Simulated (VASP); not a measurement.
An input for Quantum ESPRESSO's pw.x (written as the equivalent of a VASP run, and not itself run):

```
&CONTROL
  calculation = 'vc-relax'
  pseudo_dir = './pseudo'
  outdir = './out'
  tprnfor = .true.
  tstress = .true.
  nstep = 30
  forc_conv_thr = 0.00039
/
&SYSTEM
  ibrav = 0
  nat = 3
  ntyp = 2
  ecutwfc = 66
  occupations = 'smearing'
  smearing = 'gaussian'
  degauss = 0.003675
  input_dft = 'revpbe'
/
&ELECTRONS
  conv_thr = 7.3e-09
  electron_maxstep = 100
/
&IONS
/
&CELL
  cell_dofree = 'shape'
/
ATOMIC_SPECIES
  Zr 91.224 Zr.upf
  S 32.060 S.upf
CELL_PARAMETERS angstrom
     1.8175162   -3.1480304    0.0000000
     1.8175162    3.1480304    0.0000000
     0.0000000    0.0000000    7.5914985
ATOMIC_POSITIONS crystal
  Zr   0.0000000  0.0000000  0.0000000
  S    0.3333330  0.6666670  0.1870524
  S    0.6666670  0.3333330  0.8129476
K_POINTS automatic
  7 7 3 0 0 0
```

Task: Write the VASP files for the same calculation (revPBE).

Result: Several could match; the one computed here: 
**POSCAR**
```
ZrS2
1
    1.8175161881    -3.1480304039     0.0000000000
    1.8175161881     3.1480304039     0.0000000000
    0.0000000000     0.0000000000     7.5914985162
Zr S
1 2
Direct
  0.0000000000   0.0000000000   0.0000000000
  0.3333330000   0.6666670000   0.1870523942
  0.6666670000   0.3333330000   0.8129476058
```

### INCAR
```
# general
SYSTEM   =  ZrS2
PREC     =  Accurate
ENCUT    =  520
LREAL    =  .FALSE.
LASPH    =  .TRUE.

# electronic loop
EDIFF    =  1E-7
NELM     =  100
ALGO     =  Normal
LMAXMIX  =  4

# smearing
ISMEAR   =  0
SIGMA    =  0.05

# functional
GGA      =  RE

# ions
IBRION   =  2
NSW      =  30
ISIF     =  4
EDIFFG   =  -0.01

# output
LWAVE    =  .FALSE.
LCHARG   =  .FALSE.
```

### KPOINTS
```
Automatic mesh
0
Gamma
7 7 3
0 0 0
```

POTCAR, in this order: Zr_sv S (PBE.64 set). Program: vasp_std.

Limits of the translation: the potentials are each code's own (VASP's PAW set, PseudoDojo norm-conserving files in pw.x), so ENCUT and ecutwfc are chosen apart and not converted; conv_thr bounds pw.x's estimated SCF error, while EDIFF bounds the energy change between steps; forc_conv_thr acts on force components and is met together with etot_conv_thr.

The compound is ZrS2 in the 1T layered structure. This cell is one point of a volume scan, at 0.94 of the reference volume. Symmetry was kept, so distortions that lower it aren't found.
